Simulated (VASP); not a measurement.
Consider the following.

```xyz
4
Lattice="1.5940 -2.7608 0.0000 1.5940 2.7608 0.0000 0.0000 0.0000 5.1923" Properties=species:S:1:pos:R:3 pbc="T T T"
Ga     1.5940    -0.9203     2.5968
Ga     1.5940     0.9203     0.0006
N      1.5940    -0.9203     4.5531
N      1.5940     0.9203     1.9569
```

Method: vdW-DF-cx, VASP's PBE PAW potentials (set 64) (plane waves; VASP). Settings: 520 eV cut-off, 9×9×5 Γ-centred mesh, tetrahedra with Blöchl corrections, potentials Ga_d N.

The cores are frozen, which limits the accuracy of field gradients.

Question: Give the principal components of the electric field gradient (V/Å²) and the asymmetry η at each nucleus.

Answer: 
```json
[
 {"atom": "Ga1", "Vxx": "-2.3", "Vyy": "-2.3", "Vzz": "4.6", "η": "0.00"},
 {"atom": "Ga2", "Vxx": "-2.3", "Vyy": "-2.3", "Vzz": "4.6", "η": "0.00"},
 {"atom": "N3", "Vxx": "-0.4", "Vyy": "-0.4", "Vzz": "0.8", "η": "0.00"},
 {"atom": "N4", "Vxx": "-0.4", "Vyy": "-0.4", "Vzz": "0.8", "η": "0.00"}
]
```

The compound is GaN in the wurtzite structure. It was relaxed first.
